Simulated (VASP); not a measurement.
## CdAg: single point with PBEsol+U

CdAg, a sheet with vacuum:

```
CELL_PARAMETERS angstrom
3.90553 0.00000 0.00000
0.00000 3.90553 0.00000
0.00000 0.00000 23.80000
ATOMIC_POSITIONS crystal
Cd 0.00000 0.00000 0.29412
Ag 0.50000 0.50000 0.29412
```

The cell was built by a generator and needn't be a form met in nature.

```yaml
Program: VASP 6.6.1
Task: single point
Functional: PBEsol
Potentials_or_basis: VASP PAW PBE potentials, release 64 (Cd, Ag)
Cutoff: 520 eV
k_mesh: 7 × 7 × 1
Occupations: fermi-dirac, width 0.05 eV
Spin: no spin polarisation
Hubbard_terms: Ag d U = 4 eV
Dipole_correction: yes
Further_INCAR_settings: ALGO = Fast; EDIFF = 1e-06; NBANDS = 18
```

* Band gap on the k mesh: none (metal or under the smearing width)

Levels at points of the mesh, in eV from the Fermi level:
| k point | band 8 | band 9 | band 10 | band 11 | band 12 | band 13 | band 14 | band 15 |
| --- | --- | --- | --- | --- | --- | --- | --- | --- |
| (0.00, 0.00, 0.00) | -5.50 | -5.50 | -4.99 | -4.83 | -0.13 | 3.21 | 3.64 | 3.72 |

Eigenvalues of the final occupation matrices:
```csv
site,spin,trace,eigenvalues
site 2 d,1,4.70,0.92 0.94 0.94 0.94 0.95
site 2 d,2,4.70,0.92 0.94 0.94 0.94 0.95
```

Wall time 59 s on 1 thread of AMD EPYC 9R45 96-Core Processor (Zen 5), with other jobs on the host, peak memory 0.39 GiB.

Caveat: U without spin polarisation on a metal has little footing; the U is typed as a test and isn't derived for this compound.
